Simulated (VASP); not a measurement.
# Al2GaP3 (Imm2) in VASP: further runs

The runs below take Al2GaP3 through relaxation of cell and atoms, with PBE.

Program: VASP 6.6.1. These are calculated values, not measurements. Logs are shortened: lines on timing, memory, paths and dates and some standing lists are left out, and cuts for length are marked.

## 1. The structure

Symmetry: Imm2, No. 44, orthorhombic system. The conventional cell has a = 3.860 Å, b = 11.580 Å, c = 5.460 Å, α = 90.00°, β = 90.00°, γ = 90.00°. Al (site symmetry m) is surrounded by 4 P at 2.36 Å. Ga (site symmetry mm2) is surrounded by 4 P at 2.36 Å. P (site symmetry mm2) is surrounded by 2 Ga at 2.36 Å and 2 Al at 2.36 Å. Around P (site symmetry m) lie 3 Al at 2.36 Å and 1 Ga at 2.36 Å.

The cell was built by a generator and needn't be a form met in nature.

## 2. Relaxation of cell and atoms, PBE

INCAR reads:

```
SYSTEM = Al2GaP3
PREC     = Normal         ! precision mode
ENCUT    = 520            ! plane-wave cutoff, eV
EDIFF    = 1E-4           ! SCF threshold, eV
ISMEAR   = 0              ! smearing method
SIGMA    = 0.15           ! smearing width, eV
LREAL    = .False.        ! projectors in reciprocal space
LASPH    = .True.         ! aspherical terms in the spheres
NELM     = 60             ! most SCF steps
ALGO     = Fast           ! electronic algorithm
ISIF     = 3              ! what is computed and relaxed
LWAVE    = .False.        ! write WAVECAR
LCHARG   = .False.        ! write CHGCAR
GGA      = PE             ! functional
IBRION   = 2              ! ionic algorithm
NSW      = 24             ! ionic steps
EDIFFG   = -0.08          ! ionic threshold
```

KPOINTS reads:

```
regular mesh
0
Gamma
  4 4 4
  0 0 0
```

POSCAR reads:

```
Al2GaP3
1.0
   -1.9300000000      5.7900000000      2.7300000000
    1.9300000000     -5.7900000000      2.7300000000
    1.9300000000      5.7900000000     -2.7300000000
Al Ga P
2 1 3
Direct
    0.6667000000      0.0000000000      0.6667000000
    0.3333000000      0.0000000000      0.3333000000
    0.0000000000      0.0000000000      0.0000000000
    0.7500000000      0.2500000000      0.5000000000
    0.0833000000      0.2500000000      0.8333000000
    0.4167000000      0.2500000000      0.1667000000
```

Potentials or basis: VASP PAW PBE potentials, release 64 (Al, Ga_d, P).

Started as:

```
cat potpaw_PBE.64/Al/POTCAR potpaw_PBE.64/Ga_d/POTCAR potpaw_PBE.64/P/POTCAR > POTCAR
mpirun -np 1 vasp_std > vasp.out
```

OUTCAR:

```text
SYSTEM = Al2GaP3
   PREC = Normal
   ENCUT = 520
   EDIFF = 1E-4
   ISMEAR = 0
   LREAL = .False.
   LASPH = .True.
   NELM = 60
   ISIF = 3
   GGA = PE
   IBRION = 2
   NSW = 24
   EDIFFG = -0.08

 ion  position               nearest neighbor table
   1  0.667  0.000  0.667-   5 2.36   6 2.36   6 2.36   4 2.36
   2  0.333  0.000  0.333-   6 2.36   5 2.36   5 2.36   4 2.36
   3  0.000  0.000  0.000-   4 2.36   4 2.36   5 2.36   6 2.36
   4  0.750  0.250  0.500-   3 2.36   3 2.36   1 2.36   2 2.36
   5  0.083  0.250  0.833-   1 2.36   2 2.36   2 2.36   3 2.36
   6  0.417  0.250  0.167-   2 2.36   1 2.36   1 2.36   3 2.36

  LATTYP: Found a body centered orthorhombic cell.
 ALAT       =     3.8600000000
 B/A-ratio  =     1.4145077720
 C/A-ratio  =     3.0000000000

  Lattice vectors:

 A1 = (  -1.9300000000,   5.7900000000,  -2.7300000000)
 A2 = (   1.9300000000,   5.7900000000,   2.7300000000)
 A3 = (   1.9300000000,  -5.7900000000,  -2.7300000000)

Analysis of symmetry for initial positions (statically):
=====================================================================
 Subroutine PRICEL returns:
 Original cell was already a primitive cell.

 Routine SETGRP: Setting up the symmetry group for a
 body centered orthorhombic supercell.

 Subroutine GETGRP returns: Found  4 space group operations
 (whereof  4 operations were pure point group operations)
 out of a pool of  8 trial point group operations.

The static configuration has the point symmetry C_2v.

Analysis of symmetry for dynamics (positions and initial velocities):
=====================================================================
 Subroutine PRICEL returns:
 Original cell was already a primitive cell.

 Routine SETGRP: Setting up the symmetry group for a
 body centered orthorhombic supercell.

 Subroutine GETGRP returns: Found  4 space group operations
 (whereof  4 operations were pure point group operations)
 out of a pool of  8 trial point group operations.

The dynamic configuration has the point symmetry C_2v.

 Subroutine INISYM returns: Found  4 space group operations
 (whereof  4 operations are pure point group operations),
 and found     1 'primitive' translations

----------------------------------------------------------------------------------------

                                     Primitive cell

  volume of cell :     122.0277

  direct lattice vectors                    reciprocal lattice vectors
    -1.930000000  5.790000000  2.730000000     0.000000000  0.086355786  0.183150183
     1.930000000 -5.790000000  2.730000000     0.259067358  0.000000000  0.183150183
     1.930000000  5.790000000 -2.730000000     0.259067358  0.086355786  0.000000000

  length of vectors
     6.685947951  6.685947951  6.685947951     0.202487805  0.317269421  0.273080972

  position of ions in fractional coordinates (direct lattice)
     0.666700000  0.000000000  0.666700000
     0.333300000  0.000000000  0.333300000
     0.000000000  0.000000000  0.000000000
     0.750000000  0.250000000  0.500000000
     0.083300000  0.250000000  0.833300000
     0.416700000  0.250000000  0.166700000

  ion indices of the primitive-cell ions
   primitive index   ion index
                 1           1
                 2           2
                 3           3
                 4           4
                 5           5
                 6           6

----------------------------------------------------------------------------------------

 KPOINTS: regular mesh

Automatic generation of k-mesh.
 Grid dimensions read from file:
 generate k-points for:    4    4    4

 Generating k-lattice:

  Cartesian coordinates                     Fractional coordinates (reciprocal lattice)
     0.000000000  0.021588946  0.045787546     0.250000000  0.000000000  0.000000000
     0.064766839  0.000000000  0.045787546     0.000000000  0.250000000  0.000000000
     0.064766839  0.021588946  0.000000000     0.000000000  0.000000000  0.250000000

  Length of vectors
     0.050621951  0.079317355  0.068270243

  Shift w.r.t. Gamma in fractional coordinates (k-lattice)
     0.000000000  0.000000000  0.000000000

 Subroutine IBZKPT returns following result:
 ===========================================

 Found     18 irreducible k-points:

 Following reciprocal coordinates:
            Coordinates               Weight
  0.000000  0.000000  0.000000      1.000000
  0.250000 -0.000000  0.000000      4.000000
  0.500000 -0.000000  0.000000      2.000000
  0.000000  0.250000  0.000000      4.000000
  0.250000  0.250000  0.000000      8.000000
  0.500000  0.250000  0.000000      8.000000
[... 10 lines left out ...]
 -0.250000 -0.250000  0.250000      2.000000
  0.500000  0.500000  0.500000      1.000000
   k-points           NKPTS =     18   k-points in BZ     NKDIM =     18   number of bands    NBANDS=     21
   number of dos      NEDOS =    301   number of ions     NIONS =      6
   total plane-waves  NPLWV =  64000
   dimension x,y,z NGX =    40 NGY =   40 NGZ =   40
   dimension x,y,z NGXF=    80 NGYF=   80 NGZF=   80
   ions per type =               2   1   3
   NGX,Y,Z   is equivalent  to a cutoff of   9.95,  9.95,  9.95 a.u.
   NGXF,Y,Z  is equivalent  to a cutoff of  19.89, 19.89, 19.89 a.u.
 SYSTEM =  Al2GaP3
   PREC   = normal    normal or accurate (medium, high low for compatibility)
   ISTART =      0    job   : 0-new  1-cont  2-samecut
   ICHARG =      2    charge: 1-file 2-atom 10-const
   ISPIN  =      1    spin polarized calculation?
   LNONCOLLINEAR =      F non collinear calculations
   LSORBIT =      F    spin-orbit coupling
   LASPH  =      T    aspherical Exc in radial PAW
   ENCUT  =  520.0 eV  38.22 Ry    6.18 a.u.  12.43 12.43 12.43*2*pi/ulx,y,z
   NELM   =     60;   NELMIN=  2; NELMDL= -5     # of ELM steps
   EDIFF  = 0.1E-03   stopping-criterion for ELM
   LREAL  =      F    real-space projection
   EDIFFG = -.8E-01   stopping-criterion for IOM
   NSW    =     24    number of steps for IOM
   IBRION =      2    ionic relax: 0-MD 1-quasi-New 2-CG
   NFREE  =      1    steps in history (QN), initial steepest desc. (CG)
   ISIF   =      3    stress and relaxation
   ISYM   =      2    0-nonsym 1-usesym 2-fastsym
   POTIM  = 0.5000    time-step for ionic-motion
   TEBEG  =    0.0;   TEEND  =   0.0 temperature during run
   PSTRESS=    0.0 pullay stress
   NELECT =      34.0000    total number of electrons
   NUPDOWN=      -1.0000    fix difference up-down
   EMIN   =  10.00;   EMAX   =-10.00  energy-range for DOS
   EFERMI =   0.00;   METHOD = LEGACY
   ISMEAR =     0;   SIGMA  =   0.15  broadening in eV -4-tet -1-fermi 0-gaus
   EFERMI_NEDOS =   21; number of points for ismear=-14 and -15
   IALGO  =     68    algorithm
   IMIX   =      4    mixing-type and parameters
     AMIX     =   0.40;   BMIX     =  1.00
     AMIX_MAG =   1.60;   BMIX_MAG =  1.00
  volume/ion in A,a.u.               =      20.34       137.25
  Fermi-wavevector in a.u.,A,eV,Ry     =   1.069256  2.020601 15.555651  1.143308
  Thomas-Fermi vector in A             =   2.204930
   LORBIT       =      0    0 simple, 1 ext, 2 COOP (PROOUT), +10 PAW based schemes
   GGA     = PE    functional components
   LHFCALC =     F    Hartree Fock is set to
   AEXX    =    0.0000 exact exchange contribution
   IVDW    =     0    specifies the selected vdW correction
   LEPSILON=     F    determine dielectric tensor
   LRPA    =     F    only Hartree local field effects (RPA)
 conjugate gradient relaxation of ions
 non-spin polarized calculation
 RMM-DIIS sequential band-by-band and
 Gauss-broadening in eV      SIGMA  =   0.15
  energy-cutoff  :      520.00
  volume of cell :      122.03
 maximum number of plane-waves:      3300
   NGX = 25   NGY = 25   NGZ = 25

--------------------------------------- Ionic step        1  -------------------------------------------

 number of electron      34.0000002 magnetization

 Free energy of the ion-electron system (eV)
  ---------------------------------------------------
  ext. energy  EPLUGINS =         0.00000000
  ---------------------------------------------------
  free energy    TOTEN  =       -29.78895804 eV

  energy without entropy =      -29.78895804  energy(sigma->0) =      -29.78895804

------------------------ aborting loop because EDIFF is reached ----------------------------------------

  FORCE on cell =-STRESS in cart. coord.  units (eV):
  Direction    XX          YY          ZZ          XY          YZ          ZX
  --------------------------------------------------------------------------------------
  -------------------------------------------------------------------------------------
  Total        2.1202771      1.6658669      1.5445773      0.0000000      0.0000000      0.0000000
  in kB       27.8384274     21.8721953     20.2797084      0.0000000      0.0000000      0.0000000
  external PRESSURE =      23.3301104 kB  Pullay stress =       0.0000000 kB
[... 65 lines left out ...]
  energy  without entropy=      -29.8046881849  energy(sigma->0) =      -29.80468818

--------------------------------------- Ionic step        3  -------------------------------------------

 number of electron      34.0000006 magnetization

 Free energy of the ion-electron system (eV)
  ---------------------------------------------------
  ext. energy  EPLUGINS =         0.00000000
  ---------------------------------------------------
  free energy    TOTEN  =       -29.81242339 eV

  energy without entropy =      -29.81242339  energy(sigma->0) =      -29.81242339

 E-fermi :   5.0337     XC(G=0):  -9.2974

 val. band max:        4.3435192293   @ k =   0.0000   0.0000   0.0000
 cond. band min:       5.9872763317   @ k =   0.5000   0.5000   0.5000
 fundamental gap:      1.6437571024
 Fermi energy:         5.0336677540

 k-point     1 :       0.0000    0.0000    0.0000
  band No.  band energies     occupation
      1      -9.9247      2.00000
      2      -9.9019      2.00000
      3      -9.8681      2.00000
      4      -9.8195      2.00000
      5      -9.8031      2.00000
      6      -7.3241      2.00000
[... 454 lines left out ...]
  FREE ENERGIE OF THE ION-ELECTRON SYSTEM (eV)
  ---------------------------------------------------
  free  energy   TOTEN  =       -29.8124233876 eV

  energy  without entropy=      -29.8124233876  energy(sigma->0) =      -29.81242339

 reached required accuracy - stopping structural energy minimisation
```

Wall time 70 s (1 thread of Intel Xeon Platinum 8559C (Emerald Rapids), shared host); peak memory 0.26 GiB.

What came out:

| Property | Result |
| --- | --- |
| Free energy | -29.8124 eV |
| Relaxed volume | 20.89 Å³/atom |
| Relaxed cell | a = 6.743 Å, b = 6.743 Å, c = 6.743 Å, α = 146.37°, β = 60.02°, γ = 131.84° |
| Space group after relaxing (to 0.05 Å) | Imm2 (No. 44) |
| Energy gained by relaxing | 3.9 meV/atom |
| Ionic steps | 3 |
| Pressure after relaxing | -0.1 GPa |
| Largest force after relaxing | 0.053 eV/Å |
| Band gap on the k mesh | 1.64 eV, indirect (least direct gap 1.95 eV) |

Forces in eV/Å, atoms in the order of the input:
```
Al   0.000 -0.003 -0.021
Al   0.000  0.003 -0.021
Ga   0.000  0.000 -0.016
P    0.000  0.000 -0.036
P    0.000 -0.025  0.047
P    0.000  0.025  0.047
```

Step by step:
```csv
step,energy change (eV),largest force (eV/Å),pressure (GPa),volume (Å³)
1,0.0000,0.0691,2.33,122.03
2,-0.0157,0.0520,-1.73,127.33
3,-0.0235,0.0533,-0.09,125.36
```

Final structure:
```
CELL_PARAMETERS angstrom
-1.95080 5.83902 2.75143
1.95080 -5.83902 2.75143
1.95080 5.83902 -2.75143
ATOMIC_POSITIONS crystal
Al 0.66661 0.99995 0.66666
Al 0.33329 0.99995 0.33334
Ga 0.99996 0.99996 0.00000
P 0.74961 0.24961 0.50000
P 0.08350 0.25026 0.83324
P 0.41703 0.25026 0.16676
```

Caveat: the k mesh is coarse (spacing up to 0.50 Å⁻¹), so the values aren't converged; the relaxation stopped at a loose force limit of 0.08 eV/Å, so its end isn't a converged minimum.

## 3. Relaxation of cell and atoms, PBE

This run uses another cell than the first one: it holds 12 atoms, not 6.

Changes to INCAR since step 2:

```diff
@@ -6,3 +6,3 @@
 SIGMA    = 0.15           ! smearing width, eV
-LREAL    = .False.        ! projectors in reciprocal space
+LREAL    = Auto         
 LASPH    = .True.         ! aspherical terms in the spheres
```

KPOINTS reads:

```
regular mesh
0
Gamma
  3 3 2
  0 0 0
```

POSCAR reads:

```
Al2GaP3
1.0
    3.3450000000     -5.7900000000      0.0000000000
    3.3450000000      5.7900000000      0.0000000000
   -2.2298656300      0.0000000000      6.3074399900
Al Ga P
4 2 6
Direct
    0.4167000000      0.5833000000      0.0000000000
    0.7500000000      0.2500000000      0.0000000000
    0.5833000000      0.4167000000      0.5000000000
    0.2500000000      0.7500000000      0.5000000000
    0.0833000000      0.9167000000      0.0000000000
    0.9167000000      0.0833000000      0.5000000000
    0.7083000000      0.5417000000      0.8750000000
    0.0417000000      0.2083000000      0.8750000000
    0.3750000000      0.8750000000      0.8750000000
    0.5417000000      0.7083000000      0.3750000000
    0.2083000000      0.0417000000      0.3750000000
    0.8750000000      0.3750000000      0.3750000000
```

Potentials or basis: VASP PAW PBE potentials, release 64 (Al, Ga_d, P).

Started as:

```
cat potpaw_PBE.64/Al/POTCAR potpaw_PBE.64/Ga_d/POTCAR potpaw_PBE.64/P/POTCAR > POTCAR
mpirun -np 1 vasp_std > vasp.out
```

It took 70 s on 1 thread of Intel Xeon Platinum 8559C (Emerald Rapids), shared host; peak memory 0.27 GiB.

Results (log left out):

```yaml
Free_energy: -59.6896 eV
Relaxed_volume: 20.86 Å³/atom
Relaxed_cell: a = 6.743 Å, b = 6.743 Å, c = 6.741 Å, α = 99.61°, β = 99.61°, γ = 119.98°
Space_group_after_relaxing_to_0.05_Å: Cc (No. 9)
Energy_gained_by_relaxing: 3.1 meV/atom
Ionic_steps: 3
Pressure_after_relaxing: 0.1 GPa
Largest_force_after_relaxing: 0.065 eV/Å
Band_gap_on_the_k_mesh: 1.92 eV, indirect (least direct gap 2.06 eV)
```

Forces on the atoms (eV/Å):
```
Al   0.006  0.004  0.003
Al  -0.010 -0.001  0.004
Al   0.006 -0.004  0.003
Al  -0.010  0.001  0.004
Ga  -0.010 -0.004  0.006
Ga  -0.010  0.004  0.006
P   -0.037 -0.018 -0.016
P    0.020  0.044  0.035
P    0.032 -0.047 -0.033
P   -0.037  0.018 -0.016
P    0.020 -0.044  0.035
P    0.032  0.047 -0.033
```

The path:
| step | energy change (eV) | largest force (eV/Å) | pressure (GPa) | volume (Å³) |
| --- | --- | --- | --- | --- |
| 1 | 0.0000 | 0.0720 | 2.09 | 244.32 |
| 2 | -0.0260 | 0.0518 | -1.08 | 253.82 |
| 3 | -0.0377 | 0.0654 | 0.11 | 250.28 |

Final structure:
```
Al Ga P
1.0
     3.37262   -5.83876   -0.00029
     3.37262    5.83876   -0.00029
    -2.24884    0.00000    6.35516
Al Ga P
4 2 6
Cartesian
  3.3725 0.9730 0.0003
  3.3721 -2.9195 0.0003
  2.2481 -0.9730 3.1778
  2.2477 2.9195 3.1779
  3.3724 4.8656 0.0002
  2.2480 -4.8656 3.1778
  2.2467 -0.9730 5.5593
  -1.1235 0.9742 5.5614
  2.2493 2.9180 5.5591
  3.3711 0.9730 2.3817
  0.0009 -0.9742 2.3838
  3.3737 -2.9180 2.3816
```

Levels at points of the mesh, in eV from the valence-band top:
| k point | band 30 | band 31 | band 32 | band 33 | band 34 | band 35 | band 36 | band 37 | band 38 | band 39 |
| --- | --- | --- | --- | --- | --- | --- | --- | --- | --- | --- |
| (0.00, 0.00, 0.00) | -0.85 | -0.85 | 0.00 | 0.00 | 0.00 | 2.18 | 2.47 | 2.82 | 2.89 | 4.05 |
| (0.00, 0.00, 0.50) | -1.79 | -0.50 | -0.50 | -0.49 | -0.49 | 2.68 | 2.68 | 3.18 | 3.18 | 3.36 |

Caveat: the k mesh is coarse (spacing up to 0.50 Å⁻¹), so the values aren't converged; an odd mesh through Γ misses points on the zone boundary, where band edges often lie; the relaxation stopped at a loose force limit of 0.08 eV/Å, so its end isn't a converged minimum.
